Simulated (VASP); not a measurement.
Here is the system:

```
ZrB2
1.0
    1.58304    -2.74191     0.00000
    1.58304     2.74191     0.00000
    0.00000     0.00000     3.55639
Zr B
1 2
Direct
  0.00000   0.00000   0.00000
  0.33333   0.66667   0.50000
  0.66667   0.33333   0.50000
```

All values below come from r2SCAN meta-GGA, VASP's PBE PAW potentials (set 64) (plane waves; VASP 6.6.1). Numerical set-up: 600 eV cut-off, 10×10×8 Γ-centred mesh, first-order Methfessel-Paxton smearing of 0.10 eV, potentials Zr_sv B.

Each relaxation starts from this cell; other phases were not tried.

Q: The cell is relaxed at 5 GPa. What happens?

A: The volume per atom goes from 10.29 to 10.08 Å³ (-2.0 %), and the cell becomes a = 3.146 Å, b = 3.146 Å, c = 3.529 Å, α = 90.00°, β = 90.00°, γ = 120.00°, space group P6/mmm.

Q: The cell is relaxed at 30 GPa. What happens?

A: The volume per atom goes from 10.29 to 9.30 Å³ (-9.7 %), and the cell becomes a = b = 3.0664 Å, c = 3.4252 Å, α = β = 90.00°, γ = 120.00°, space group P6/mmm.

Failed runs are left out, and for metals the shear rows, which the mesh's noise covers.

The compound is ZrB2 in the AlB2 type structure.
